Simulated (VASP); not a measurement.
Level of theory: HSE06 screened hybrid, VASP's PBE PAW potentials (set 64) (plane waves; VASP).

The input files of a VASP run:

INCAR:
```
ISIF  =  0
LCHARG  =  .False.
ISYM  =  0
MAGMOM  =  71*0.0282
ENCUT  =  400   # plane-wave cut-off (eV)
LORBIT  =  10
HFSCREEN  =  0.2
LWAVE  =  .False.
NELECT  =  286.0
SYSTEM  =  Ga35N36
AEXX  =  0.25
NELM  =  50
ALGO  =  Normal   # blocked Davidson
LREAL  =  Auto   # projection in real space or not
GGA  =  PE   # PBE
PREC  =  Normal
LHFCALC  =  .True.
NELMIN  =  4
PRECFOCK  =  Fast
ISMEAR  =  0
SIGMA  =  0.05
EDIFF  =  1E-5
ISPIN  =  2   # spin-polarised
LMAXMIX  =  4
LASPH  =  .True.
NUPDOWN  =  2
```

File POSCAR:
```
Ga35N36
1
    4.8683178927    -8.4321738171     0.0000000000
    4.8683178927     8.4321738171     0.0000000000
    0.0000000000     0.0000000000    10.5562839806
Ga N
35 36
Direct
  0.2220716454   0.1112236653   0.2503495479
  0.1106172947   0.2219519677   0.9996109595
  0.2220982233   0.1111092874   0.7504404454
  0.1129710299   0.2226354300   0.5022030126
  0.2222144655   0.4444232203   0.2478043381
  0.1106500989   0.5552822980   0.9996171490
  0.2272254082   0.4466556331   0.7488876179
  0.1127970379   0.5567572038   0.5022916110
  0.2221069393   0.7774562424   0.2503425415
  0.1110597376   0.8888688200   0.0006310308
  0.2220160813   0.7771572539   0.7503958356
  0.1110033099   0.8888025210   0.5006098880
  0.5545327120   0.1105823750   0.2510180417
  0.4445318417   0.2219318883   0.9995887719
  0.5552847827   0.1106487206   0.7500472069
  0.4425836793   0.2228556028   0.5022773541
  0.5553789575   0.4444015018   0.2478039792
  0.4442985151   0.5554441305   0.9949076388
  0.5525523624   0.4466386721   0.7489074879
  0.5554767696   0.7777128717   0.2477716766
  0.4445029899   0.8891143196   0.9995728687
  0.5525405443   0.7720125161   0.7489136951
  0.4424213096   0.8861124520   0.5021649772
  0.8889642571   0.1106881789   0.2508655089
  0.7777441241   0.2222106200   0.0006417799
  0.8885275554   0.1107975980   0.7500862683
  0.7773486526   0.2219693389   0.4995859930
  0.8889041029   0.4450207621   0.2509008876
  0.7777692236   0.5552806383   0.9995584140
  0.8884782852   0.4438865811   0.7500980883
  0.7765648160   0.5569600203   0.5022652918
  0.8883759435   0.7775583277   0.2504127550
  0.7778233055   0.8891354696   0.9996090440
  0.8882939540   0.7773135079   0.7504080076
  0.7766232659   0.8863044532   0.5022941609
  0.2217391084   0.1105301563   0.4389111518
  0.1103028996   0.2205593652   0.1874073184
  0.2218441780   0.1104774654   0.9383912179
  0.1105054853   0.2214332920   0.6895503036
  0.1977655340   0.4321878184   0.4305928159
  0.1103061860   0.5564142123   0.1873947461
  0.2192386532   0.4428904861   0.9400795201
  0.1104669793   0.5552189182   0.6895997142
  0.2216074933   0.7776313006   0.4388990869
  0.1108742567   0.8887331677   0.1891958778
  0.2218081416   0.7779212129   0.9383523780
  0.1108213469   0.8885357210   0.6887712752
  0.5544832833   0.1104745561   0.4394591204
  0.4431297920   0.2204904681   0.1874031737
  0.5559142650   0.1111995281   0.9383061068
  0.4440139057   0.2214221950   0.6895856194
  0.5670858123   0.4323173558   0.4305808311
  0.4443262617   0.5555226943   0.1862080832
  0.5567687670   0.4428860661   0.9400852042
  0.4441084144   0.5550989024   0.7024535143
  0.5672509903   0.8015387008   0.4304922341
  0.4431747492   0.8892953071   0.1873838541
  0.5568038556   0.7804312789   0.9400698350
  0.4439431291   0.8886620488   0.6894953256
  0.8888263656   0.1105712746   0.4393765485
  0.7774641195   0.2221240429   0.1894069452
  0.8885351727   0.1112590387   0.9383319869
  0.7774312309   0.2218079107   0.6881366460
  0.8886980847   0.4448482984   0.4393985735
  0.7791464115   0.5565456771   0.1873607910
  0.8884802276   0.4438239033   0.9383492280
  0.7778492014   0.5553094991   0.6895881400
  0.8890817605   0.7778691299   0.4389759408
  0.7792431443   0.8894266390   0.1873479047
  0.8893360489   0.7779667913   0.9383910897
  0.7778175229   0.8887994882   0.6895690235
```

KPOINTS:
```
Automatic
0
G
  1 1 1
```

POTCAR, in this order: Ga N (PBE.64 set). Program: vasp_gam. Read from the step before: WAVECAR.

What will the output report for the number of irreducible k-points (NKPTS), largest plane-wave count, FFT grid (NGX, NGY, NGZ)?

The number of irreducible k-points (NKPTS) is 1. The largest plane-wave count is 7908 and the FFT grid (NGX, NGY, NGZ) comes out as 48 × 48 × 54.

The cell is a supercell with a defect, built from GaN (wurtzite): vac_Ga, charge -1. The cell's shape comes from a PBE relaxation.
